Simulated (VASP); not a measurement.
Consider the following.

```
C62Si
1.0
    7.14656     0.00000     0.00000
    0.00000     7.14656     0.00000
    0.00000     0.00000     7.14656
C Si
62 1
Direct
  0.50000   0.00000   0.00000
  0.61810   0.12233   0.13141
  0.75018   0.24745   0.00055
  0.87109   0.37930   0.12279
  0.75055   0.99307   0.25243
  0.87094   0.13106   0.37324
  0.00000   0.00000   0.00000
  0.12500   0.12500   0.12500
  0.25000   0.25000   0.00000
  0.37720   0.37054   0.12251
  0.50543   0.49416   0.00346
  0.61886   0.62825   0.12840
  0.75000   0.75000   0.00000
  0.87500   0.87500   0.12500
  0.25000   0.00000   0.25000
  0.38199   0.12203   0.37446
  0.50330   0.25622   0.24545
  0.74597   0.49485   0.24592
  0.88195   0.62145   0.36953
  0.50003   0.99939   0.50329
  0.62670   0.12670   0.62010
  0.75054   0.24468   0.49514
  0.87430   0.37401   0.62828
  0.75000   0.00000   0.75000
  0.87500   0.12500   0.87500
  0.00000   0.50000   0.00000
  0.12500   0.62500   0.12500
  0.25000   0.75000   0.00000
  0.37500   0.87500   0.12500
  0.00000   0.25000   0.25000
  0.12500   0.37500   0.37500
  0.24796   0.49915   0.25386
  0.37680   0.61937   0.37712
  0.50657   0.74631   0.24850
  0.62500   0.87500   0.37500
  0.00000   0.00000   0.50000
  0.12500   0.12500   0.62500
  0.25597   0.24723   0.49964
  0.37837   0.37711   0.62174
  0.61906   0.62088   0.63044
  0.74878   0.74586   0.49785
  0.87500   0.87500   0.62500
  0.25000   0.00000   0.75000
  0.37500   0.12500   0.87500
  0.49964   0.24513   0.75073
  0.62500   0.37500   0.87500
  0.75642   0.49573   0.75023
  0.87500   0.62500   0.87500
  0.00000   0.75000   0.25000
  0.12500   0.87500   0.37500
  0.00000   0.50000   0.50000
  0.12500   0.62500   0.62500
  0.25000   0.75000   0.50000
  0.37500   0.87500   0.62500
  0.00000   0.25000   0.75000
  0.12500   0.37500   0.87500
  0.25000   0.50000   0.75000
  0.37500   0.62500   0.87500
  0.50000   0.75000   0.75000
  0.62500   0.87500   0.87500
  0.00000   0.75000   0.75000
  0.12500   0.87500   0.87500
  0.49845   0.50568   0.50324
```

Calculation: PBE GGA, VASP's PBE PAW potentials (set 64) (plane waves; VASP 6.6.1). Run with PREC = Normal, LREAL = Auto, ISYM = 0, EDIFF = 1E-5, 400 eV cut-off, 1×1×1 Γ-centred mesh, Gaussian smearing of 0.050 eV, potentials C Si. Starting moments (MAGMOM): 63*0.0317. The cell's moment is fixed (NUPDOWN = 2).

The supercell is sampled at Γ alone, which is coarse: total energies, pressure and levels can be off, energies of defects by several tenths of an eV.

The ions are relaxed. What does this cell relax into?

```
C62Si
1.0
    7.14656     0.00000     0.00000
    0.00000     7.14656     0.00000
    0.00000     0.00000     7.14656
C Si
62 1
Direct
  0.49848   0.00012   0.00078
  0.62088   0.12984   0.13053
  0.74709   0.25247   0.00424
  0.86973   0.37871   0.13051
  0.74708   0.00355   0.25316
  0.86971   0.12986   0.37935
  0.99865   0.00093   0.00161
  0.12132   0.12631   0.12699
  0.24662   0.24894   0.99933
  0.36925   0.37472   0.12291
  0.49944   0.50011   0.99989
  0.62483   0.63033   0.12292
  0.75061   0.75297   0.99931
  0.87328   0.87827   0.12699
  0.24663   0.99864   0.24964
  0.36926   0.12227   0.37539
  0.48444   0.24846   0.24907
  0.75116   0.51516   0.24906
  0.87734   0.63033   0.37539
  0.49945   0.99922   0.50080
  0.62487   0.12227   0.63097
  0.75116   0.24841   0.51581
  0.87730   0.37474   0.63101
  0.75063   0.99865   0.75361
  0.87325   0.12630   0.87895
  0.99945   0.50109   0.00080
  0.12258   0.62672   0.12339
  0.25020   0.74939   0.99806
  0.37288   0.87700   0.12340
  0.99601   0.25248   0.25315
  0.12310   0.37557   0.37624
  0.24615   0.50093   0.24600
  0.37238   0.62715   0.36112
  0.49866   0.75341   0.24599
  0.62401   0.87648   0.37623
  0.99945   0.00012   0.50174
  0.12257   0.12272   0.62736
  0.24617   0.24534   0.50159
  0.37238   0.36045   0.62790
  0.63911   0.62719   0.62790
  0.75425   0.75342   0.50159
  0.87686   0.87701   0.62737
  0.25018   0.99738   0.75004
  0.37286   0.12271   0.87768
  0.49864   0.24531   0.75410
  0.62402   0.37556   0.87715
  0.75425   0.50092   0.75411
  0.87685   0.62672   0.87768
  0.00094   0.75296   0.24961
  0.12410   0.87547   0.37526
  0.00035   0.50012   0.50081
  0.12749   0.62313   0.62383
  0.25382   0.74573   0.49761
  0.37644   0.87206   0.62383
  0.00090   0.24893   0.75363
  0.12406   0.37457   0.87616
  0.25379   0.49688   0.74644
  0.37642   0.62314   0.87274
  0.50265   0.74574   0.74643
  0.62498   0.87550   0.87612
  0.00219   0.74939   0.75005
  0.12479   0.87480   0.87544
  0.56174   0.43788   0.43849
``` The cell ends with 2.00 μB, on the first 30 sites 0.02 0.01 0.01 0.01 0.01 0.01 0.01 0.01 0.02 0.01 0.01 0.01 0.02 0.01 0.02 0.01 0.12 0.12 0.01 0.01 0.01 0.12 0.01 0.02 0.01 0.02 0.02 0.01 0.02 0.01 μB.

How much energy does the relaxation gain?

The energy (σ→0) changes by -153.4 meV/atom, in 20 ionic steps.

The cell is a supercell with a defect, built from C (diamond): Si_C-vac_C.
